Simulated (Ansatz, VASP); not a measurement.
RuAu: VASP beside Ansatz

```
Ru Au
1.0
     3.16481    0.00000    0.00000
     0.00000    3.16481    0.00000
     0.00000    0.00000    3.16481
Ru Au
1 1
Cartesian
  0.0000 0.0000 0.0000
  1.5824 1.5824 1.5824
```

The cell was built by a generator and needn't be a form met in nature.

Alike in both runs: functional PBEsol; k mesh 8 × 8 × 8; occupations fermi-dirac, width 0.05 eV; non-collinear spin, spin-orbit coupling.

```csv
,VASP,Ansatz
version,VASP 6.6.1,Ansatz 0.2.0
potentials or method,"VASP PAW PBE potentials, release 64 (Ru_pv, Au)",Ansatz PAW
plane-wave cutoff (eV),520,420
valence electrons in the cell,25,35
task,single point,band structure
```

```tsv
	VASP	Ansatz	Ansatz less VASP
gap on the k mesh at the Fermi level (eV)	none	none	-
pressure (GPa)	-9.7	-9.7	+0.01
net moment per atom (μB)	0.00	0.00	0.000
```

A gap of «none» marks a metal or a gap that the smearing closes. The two sets of potentials don't hold the same shells in valence.

Caveats: the PAW data sets were made with another functional, which shifts forces and pressure a little (VASP); the PAW data sets come from PBE, with cores solved anew for the run's functional, which leaves a small shift of forces and pressure (Ansatz).
